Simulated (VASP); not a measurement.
The input files of a VASP run:

File KPOINTS:
```
Automatic mesh
0
Gamma
11 11 11
0 0 0
```

INCAR:
```
SYSTEM = NiAl
PREC = Accurate
ENCUT = 480
EDIFF = 1E-6
NELM = 100
ALGO = Normal
LREAL = .FALSE.
LASPH = .TRUE.
ISMEAR = 1
SIGMA = 0.1
GGA = PS
LMAXMIX = 4
LWAVE = .FALSE.
LCHARG = .FALSE.
IBRION = 2
ISIF = 3
NSW = 60
EDIFFG = -0.01
```

### POSCAR
```
NiAl
1
    2.8900000000     0.0000000000     0.0000000000
    0.0000000000     2.8900000000     0.0000000000
    0.0000000000     0.0000000000     2.8900000000
Al Ni
1 1
Direct
  0.5000000000   0.5000000000   0.5000000000
  0.0000000000   0.0000000000   0.0000000000
```

POTCAR, in this order: Al Ni (PBE.64 set). Program: vasp_std.

**Question.** Translate this PBEsol calculation to Ansatz.

**Answer.** One equivalent input (not run):
Ansatz 0.2 input:
```yaml
crystal:
  lattice:
    - [2.8900000, 0.0000000, 0.0000000]
    - [0.0000000, 2.8900000, 0.0000000]
    - [0.0000000, 0.0000000, 2.8900000]
  atoms:
    - { symbol: Al, position: [0.5000000, 0.5000000, 0.5000000] }
    - { symbol: Ni, position: [0.0000000, 0.0000000, 0.0000000] }
kpoints:
  mp_grid: { grid: [11, 11, 11] }
hamiltonian:
  xc: pbesol
  pseudopotentials: { kind: paw }
scf:
  occupations: { method: methfessel_paxton, width: 0.1 }
  max_iter: 100
relax:
  max_steps: 60
  f_tol: 0.01
  cell: {}
output: { forces: true, stress: true, eigenvalues: true }
```
Limits of the translation: each code has its own PAW files, so the cut-off isn't converted (ENCUT is set for VASP's; basis.ecutwfc is left out, and Ansatz then takes the one that its files recommend); Ansatz stops its SCF on the density residual and VASP on the energy change (EDIFF).

The compound is NiAl in the CsCl type structure. This run relaxes it. Symmetry was kept, so distortions that lower it aren't found.
